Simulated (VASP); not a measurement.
Energy against volume of SrO (rock salt). Method: PBE GGA with D3 dispersion (Becke-Johnson damping), VASP's PBE PAW potentials (set 64) (plane waves; VASP 6.6.1). Settings: 520 eV cut-off, 9×9×9 Γ-centred mesh, Gaussian smearing of 0.050 eV, potentials Sr_sv O.

```csv
V (Å³/atom),E (eV/atom)
16.658,-6.26215
17.174,-6.26709
17.689,-6.26333
18.204,-6.25218
```

### Question
Fit these four points and predict the energy of the run at 16.143 Å³/atom.

### Answer
A cubic in V^(−2/3), the third-order Birch-Murnaghan form, passes through the four points with V0 = 17.19 Å³/atom and B0 = 89 GPa, and gives -6.2470 eV/atom there. The run gave -6.2469 eV/atom, +0.1 meV/atom from the fit; all five points give B0 = 90 GPa.

The compound is SrO in the rock salt structure. It was relaxed first.
